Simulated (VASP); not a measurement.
A run of VASP 6.6.1 is set up as follows.

Contents of INCAR:

```
SYSTEM = ScSi2
ALGO = Fast ; EDIFF = 1E-8
ENCUT = 520 ; GGA = PE
ISIF = 2 ; ISMEAR = -1
LASPH = .True. ; LCHARG = .False.
LEFG = .True. ; LREAL = .False.
LWAVE = .False. ; NBANDS = 16
NELM = 100 ; PREC = Accurate
SIGMA = 0.05
```

File KPOINTS:

```
k-points
0
Gamma
  13 13 11
  0 0 0
```

Contents of POSCAR:

```
ScSi2
1.0
    3.6599987106      0.0000000000      0.0000000000
   -1.8299993553      3.1696518612      0.0000000000
    0.0000000000      0.0000000000      3.8700000000
Sc Si
1 2
Direct
    0.0000000000      0.0000000000      0.0000000000
    0.3333333333      0.6666666667      0.5000000000
    0.6666666667      0.3333333333      0.5000000000
```

Potentials or basis: VASP PAW PBE potentials, release 64 (Sc_sv, Si).

Run with:

```bash
$ cat potpaw_PBE.64/Sc_sv/POTCAR potpaw_PBE.64/Si/POTCAR > POTCAR
$ mpirun -np 1 vasp_std > vasp.out
```

(1) Predict the band gap on the k mesh.

(2) Estimate the pressure.

## Answers

(1) none (metal or under the smearing width).

(2) 25.3 GPa.

Caveat: so large a pressure means that the cell lies far from this level's equilibrium, or that cutoff or potentials fall short.
